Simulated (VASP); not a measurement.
# Shielding tensors and field gradients of SiO2 (Quartz), part 3 of 5

What are the shielding tensors of SiO2 (Quartz)? The cell has space group P3_121. The start is a cell from a database of measured crystal structures.

VASP 6.6.1, plane waves and PAW; the level of theory is named at each step.

So far. Step 2 (Ground state): The cell has a gap of 6.00 eV on this mesh and a pressure of +7.2 GPa, which holds the misfit of the given cell and coordinates with this functional, and any error of cutoff, mesh and data sets. Forces of up to 0.38 eV/Å remain in these settings.

## Step 3: Shielding tensors (continued)

Level of this step: chemical shifts by linear response (GIPAW), PBE; plane waves and PAW (Si, O) (VASP).

From OUTCAR (step 3):

```text
 Found     17 irreducible k-points:

   dimension x,y,z NGX =    40 NGY =   40 NGZ =   42
   dimension x,y,z NGXF=    80 NGYF=   80 NGZF=   84

   ENCUT  =  560.0 eV  41.16 Ry    6.42 a.u.   9.49  9.49 10.44*2*pi/ulx,y,z

   NELECT =      48.0000    total number of electrons

  Total        5.0144827      5.0144827      5.0860776     -0.0000000      0.0000000      0.0000000
  in kB       70.9729192     70.9729192     71.9862441     -0.0000000      0.0000000      0.0000000
  external PRESSURE =      71.3106942 kB  Pullay stress =       0.0000000 kB

  energy-cutoff  :      560.00
  volume of cell :      113.20
      direct lattice vectors                 reciprocal lattice vectors
     4.915800000  0.000000000  0.000000000     0.203425689  0.117447876  0.000000000
    -2.457900000  4.257207680  0.000000000     0.000000000  0.234895752  0.000000000
     0.000000000  0.000000000  5.409100000     0.000000000  0.000000000  0.184873639

 POSITION                                       TOTAL-FORCE (eV/Angst)
 -----------------------------------------------------------------------------------
      1.15448      1.99961      0.00000         0.002709      0.004691      0.000000
     -1.30342      2.25760      3.60607         0.002709     -0.004691      0.000000
      2.60685      0.00000      1.80303        -0.005417     -0.000000      0.000000
      3.53839      1.14093      2.44672         0.335602     -0.014643     -0.172064
      2.15853      2.49387      4.24975        -0.155119      0.297961     -0.172064
      1.67678      0.62240      0.64368        -0.180482     -0.283318     -0.172064
     -0.78112      3.63480      2.96238        -0.180482      0.283318      0.172064
      1.08049      3.11628      1.15935         0.335602      0.014643      0.172064
     -0.29937      1.76334      4.76542        -0.155119     -0.297961      0.172064
 -----------------------------------------------------------------------------------
    total drift:                                0.000000     -0.000000     -0.000000

 Electric field gradients after diagonalization (V/A^2)
 (convention: |V_zz| > |V_xx| > |V_yy|)
----------------------------------------------------------------------
 ion       V_xx      V_yy      V_zz     asymmetry (V_yy - V_xx)/ V_zz
----------------------------------------------------------------------
   1      -6.962    -1.465     8.428       0.652
   2      -6.962    -1.466     8.428       0.652
   3      -6.962    -1.466     8.428       0.652
   4     -52.132   -34.572    86.704       0.203
   5     -52.130   -34.572    86.703       0.203
   6     -52.132   -34.570    86.702       0.203
   7     -52.132   -34.572    86.704       0.203
   8     -52.130   -34.572    86.703       0.203
   9     -52.132   -34.570    86.702       0.203
----------------------------------------------------------------------

  ORBITAL MAGNETIC SUSCEPTIBILITY, excluding core contribution
 -------------------------------------------------------------
  Approximate magnetic susceptibility, pGv (10^-6 cm^3/mole)
     1        -64.679261          0.000000          0.000000
     2          0.000000        -64.617150         -0.153684
     3          0.000000         -0.019362        -62.986328
 -------------------------------------------------------------
  Approximate magnetic susceptibility, vGv (10^-6 cm^3/mole)
     1        -62.940558          0.000000          0.000000
     2          0.000000        -62.844644         -0.125124
     3          0.000000         -0.121969        -59.432034

  CSA tensor (J. Mason, Solid State Nucl. Magn. Reson. 2, 285 (1993))
  for chemical shielding  (including the isotropic core contribution)

  BDIR labels direction of applied magnetic field (i.e. B0)
  For BDIR==1, B0 along x-axis, etc.
  Induced field listed along cartesian directions for each BDIR
 ------------------------------------------------------------------------------------------
                 EXCLUDING G=0 CONTRIBUTION              INCLUDING G=0 CONTRIBUTION
 ------------------------------------------------------------------------------------------
  ion  BDIR            X           Y           Z                X           Y           Z
          (   iso_shield        span        skew ) (   iso_shield        span        skew )
 ------------------------------------------------------------------------------------------
    1     1     433.6987     -0.5923     -6.5132         442.5809     -0.5923     -6.5132
          2      -0.5935    433.0130      3.7600          -0.5935    441.8876      3.7789
          3      11.7257     -6.7720    430.6853          11.7257     -6.7696    439.3595
          (     432.4657      6.8921     -0.0893 ) (     441.2760      6.9857     -0.1166 )

    2     1     433.6987      0.5923      6.5132         442.5809      0.5923      6.5132
          2       0.5935    433.0130      3.7600           0.5935    441.8876      3.7789
          3     -11.7257     -6.7720    430.6853         -11.7257     -6.7696    439.3595
          (     432.4657      6.8921     -0.0893 ) (     441.2760      6.9857     -0.1166 )

    3     1     432.6688      0.0000      0.0000         441.5510      0.0000      0.0000
          2       0.0000    434.0395     -7.5188           0.0000    442.9141     -7.4999
          3       0.0000     13.5409    430.6832           0.0000     13.5433    439.3574
          (     432.4638      6.8943     -0.0892 ) (     441.2742      7.0124     -0.1184 )

    4     1     194.3866     20.3428     14.1591         203.2688     20.3428     14.1591
          2      21.2202    221.5637     31.5810          21.2202    230.4383     31.5998
          3      12.9700     32.0278    210.2858          12.9700     32.0301    218.9600
          (     208.7453     76.4237      0.8524 ) (     217.5557     76.4114      0.8535 )

    5     1     232.7653      0.9391    -34.4317         241.6475      0.9391    -34.4317
          2       1.8160    183.1837     -3.5260           1.8160    192.0583     -3.5071
          3     -34.2222     -4.7751    210.2864         -34.2222     -4.7727    218.9606
          (     208.7451     76.4206      0.8526 ) (     217.5555     76.3897      0.8542 )

    6     1     196.7728    -22.5973     20.2701         205.6550    -22.5973     20.2701
          2     -21.7211    219.1778    -28.0534         -21.7211    228.0524    -28.0345
          3      21.2495    -27.2463    210.2858          21.2495    -27.2439    218.9600
          (     208.7455     76.4221      0.8525 ) (     217.5558     76.3847      0.8535 )

    7     1     196.7728     22.5973    -20.2701         205.6550     22.5973    -20.2701
          2      21.7211    219.1778    -28.0534          21.7211    228.0524    -28.0345
          3     -21.2495    -27.2463    210.2858         -21.2495    -27.2439    218.9600
          (     208.7455     76.4221      0.8525 ) (     217.5558     76.3847      0.8535 )

    8     1     194.3866    -20.3428    -14.1591         203.2688    -20.3428    -14.1591
          2     -21.2202    221.5637     31.5810         -21.2202    230.4383     31.5998
          3     -12.9700     32.0278    210.2858         -12.9700     32.0301    218.9600
          (     208.7453     76.4237      0.8524 ) (     217.5557     76.4114      0.8535 )

    9     1     232.7653     -0.9391     34.4317         241.6475     -0.9391     34.4317
          2      -1.8160    183.1837     -3.5260          -1.8160    192.0583     -3.5071
          3      34.2222     -4.7751    210.2864          34.2222     -4.7727    218.9606
          (     208.7451     76.4206      0.8526 ) (     217.5555     76.3897      0.8542 )
 ------------------------------------------------------------------------------------------

[... 6 parts as in an earlier step ...]

[... 1 further part left out ...]
```

The atoms bear forces, and field gradients depend strongly on their positions.

This step gave:

| Property | Result |
| --- | --- |
| free energy (TOTEN) | -71.0303 eV |
| Fermi energy | 1.165 eV |
| pressure | 7.131 GPa |
| gap on the k-mesh | 6.005 eV |
| least direct gap on the k-mesh | 6.311 eV |

Valence and core; the G = 0 term is that of a spherical sample. NMR shielding, by row:

| atom | isotropic shielding (ppm) | span (ppm) | skew | isotropic shielding without the G = 0 term (ppm) |
| --- | --- | --- | --- | --- |
| Si1 | 441.3 | 6.986 | -0.1166 | 432.5 |
| Si2 | 441.3 | 6.986 | -0.1166 | 432.5 |
| Si3 | 441.3 | 7.012 | -0.1184 | 432.5 |
| O4 | 217.6 | 76.41 | 0.8535 | 208.7 |
| O5 | 217.6 | 76.39 | 0.8542 | 208.7 |
| O6 | 217.6 | 76.38 | 0.8535 | 208.7 |
| O7 | 217.6 | 76.38 | 0.8535 | 208.7 |
| O8 | 217.6 | 76.41 | 0.8535 | 208.7 |
| O9 | 217.6 | 76.39 | 0.8542 | 208.7 |

Ordered as |Vzz| ≥ |Vxx| ≥ |Vyy|, the program's way. Electric field gradients, by row:

| atom | Vxx (V/Å²) | Vyy (V/Å²) | Vzz (V/Å²) | asymmetry |
| --- | --- | --- | --- | --- |
| Si1 | -6.962 | -1.465 | 8.428 | 0.652 |
| Si2 | -6.962 | -1.466 | 8.428 | 0.652 |
| Si3 | -6.962 | -1.466 | 8.428 | 0.652 |
| O4 | -52.13 | -34.57 | 86.7 | 0.203 |
| O5 | -52.13 | -34.57 | 86.7 | 0.203 |
| O6 | -52.13 | -34.57 | 86.7 | 0.203 |
| O7 | -52.13 | -34.57 | 86.7 | 0.203 |
| O8 | -52.13 | -34.57 | 86.7 | 0.203 |
| O9 | -52.13 | -34.57 | 86.7 | 0.203 |

[end of part 3 of 5]

[Lines on the potential files, build, host, timing and source positions are cut from VASP's logs without a mark.]

[Logs are printed without paths, hosts, clocks, repeated set-up lines and the standing remarks that a program may print on its own settings, such as how far it seeks lower states.]

[Hosts, paths, dates, database ids (printed as entryN), source tags and the programs' standing remarks are cut or masked in the printed files.]
